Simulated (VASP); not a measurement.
Method: PBE GGA, VASP's PBE PAW potentials (set 64) (plane waves; VASP).

VASP input:

### KPOINTS
```
Automatic mesh
0
Gamma
8 8 8
0 0 0
```

### INCAR
```
ALGO=Normal
EDIFF=1E-7
ENCUT=520
GGA=PE
ISIF=2
ISMEAR=-5
LASPH=.TRUE.
LCHARG=.TRUE.
LMAXMIX=4
LORBIT=11
LREAL=.FALSE.
LWAVE=.FALSE.
NEDOS=601
NELM=100
PREC=Accurate
SYSTEM=PbSe
```

POSCAR:
```
PbSe
3.1077870
  0.0000000000   0.9999998862   0.9999998862
  0.9999998862   0.0000000000   0.9999998862
  0.9999998862   0.9999998862   0.0000000000
Pb Se
1 1
Cartesian
  0.0000000000   0.0000000000   0.0000000000
  0.9999998862   0.9999998862   0.9999998862
```

POTCAR, in this order: Pb_d Se (PBE.64 set). Program: vasp_std.

What VASP printed:

### OSZICAR
```
       N       E                     dE             d eps       ncg     rms          rms(c)
DAV:   1     0.162332105061E+03    0.16233E+03   -0.96559E+03   812   0.144E+03
DAV:   2     0.448511835382E+01   -0.15785E+03   -0.15504E+03   842   0.353E+02
DAV:   3    -0.821923235897E+01   -0.12704E+02   -0.12652E+02  1064   0.107E+02
DAV:   4    -0.850922271197E+01   -0.28999E+00   -0.28984E+00   868   0.193E+01
DAV:   5    -0.851981773474E+01   -0.10595E-01   -0.10595E-01  1168   0.360E+00    0.271E+00
DAV:   6    -0.819950280206E+01    0.32031E+00   -0.87722E-01  1154   0.713E+00    0.149E+00
DAV:   7    -0.819545179986E+01    0.40510E-02   -0.13131E-01   906   0.198E+00    0.838E-01
DAV:   8    -0.819910373983E+01   -0.36519E-02   -0.14450E-02   884   0.156E+00    0.168E-01
DAV:   9    -0.819864051496E+01    0.46322E-03   -0.26712E-03  1210   0.572E-01    0.623E-02
DAV:  10    -0.819873592308E+01   -0.95408E-04   -0.23433E-04   878   0.121E-01    0.204E-02
DAV:  11    -0.819874282322E+01   -0.69001E-05   -0.69981E-05   988   0.973E-02    0.605E-03
DAV:  12    -0.819874308976E+01   -0.26654E-06   -0.41728E-06  1040   0.164E-02    0.223E-03
DAV:  13    -0.819874310976E+01   -0.19992E-07   -0.49567E-07   890   0.601E-03
   1 F= -.81987431E+01 E0= -.81987431E+01  d E =0.000000E+00
```

**OUTCAR**
```
------------------------ aborting loop because EDIFF is reached ----------------------------------------
  FORCE on cell =-STRESS in cart. coord.  units (eV):
  Direction    XX          YY          ZZ          XY          YZ          ZX
  --------------------------------------------------------------------------------------
  Total        0.0095219      0.0095219      0.0095219      0.0000000     -0.0000000      0.0000000
  in kB        0.2541280      0.2541280      0.2541280      0.0000000     -0.0000000      0.0000000
  external PRESSURE =       0.2541280 kB  Pullay stress =       0.0000000 kB
  volume of cell :       60.03
      direct lattice vectors                 reciprocal lattice vectors
     0.000000000  3.107786646  3.107786646    -0.160886205  0.160886205  0.160886205
     3.107786646  0.000000000  3.107786646     0.160886205 -0.160886205  0.160886205
     3.107786646  3.107786646  0.000000000     0.160886205  0.160886205 -0.160886205
  FREE ENERGIE OF THE ION-ELECTRON SYSTEM (eV)
  ---------------------------------------------------
  free  energy   TOTEN  =        -8.1987431098 eV

  energy  without entropy=       -8.1987431098  energy(sigma->0) =       -8.19874311

 total charge

# of ion       s       p       d       tot
------------------------------------------
    1        1.477   0.512   9.838  11.826
    2        1.465   2.322   0.015   3.802
--------------------------------------------------
tot          2.943   2.833   9.852  15.628
```
(Selected blocks of OUTCAR.)

### OUTCAR
```
 val. band max:        4.4805122409   @ k =   0.5000   0.0000   0.0000

 cond. band min:       4.9153771817   @ k =   0.5000   0.0000   0.0000


 Fermi energy:         4.4889177695

 k-point     1 :       0.0000    0.0000    0.0000
  band No.  band energies     occupation
      1     -12.2550      2.00000
      2     -12.2550      2.00000
      3     -12.2550      2.00000
      4     -12.2489      2.00000
      5     -12.2489      2.00000
      6      -8.7025      2.00000
      7      -1.8615      2.00000
      8       2.8399      2.00000
      9       2.8399      2.00000
     10       2.8399      2.00000
     11       9.1221      0.00000
     12       9.1221      0.00000
     13       9.1221      0.00000
     14      11.1274      0.00000

 k-point     2 :       0.1250    0.0000    0.0000
  band No.  band energies     occupation
      1     -12.2544      2.00000
      2     -12.2541      2.00000
      3     -12.2541      2.00000
      4     -12.2485      2.00000
      5     -12.2485      2.00000
      6      -8.5938      2.00000
      7      -2.1952      2.00000
      8       2.8778      2.00000
      9       2.8778      2.00000
     10       3.0668      2.00000
     11       8.1215      0.00000
     12       8.5048      0.00000
     13       8.5048      0.00000
     14      10.9411      0.00000

 k-point     3 :       0.2500    0.0000    0.0000
  band No.  band energies     occupation
      1     -12.2599      2.00000
      2     -12.2599      2.00000
      3     -12.2532      2.00000
      4     -12.2399      2.00000
      5     -12.2399      2.00000
      6      -8.2974      2.00000
      7      -2.9529      2.00000
      8       2.9886      2.00000
      9       2.9886      2.00000
     10       3.5463      2.00000
     11       6.6883      0.00000
     12       7.4526      0.00000
     13       7.4526      0.00000
     14      11.1131      0.00000

 k-point     4 :       0.3750    0.0000    0.0000
  band No.  band energies     occupation
...
```

Unless said otherwise, spin-orbit coupling is left out, though it shifts the bands of the heavy elements here.

The compound is PbSe in the rock salt structure. It was relaxed first.
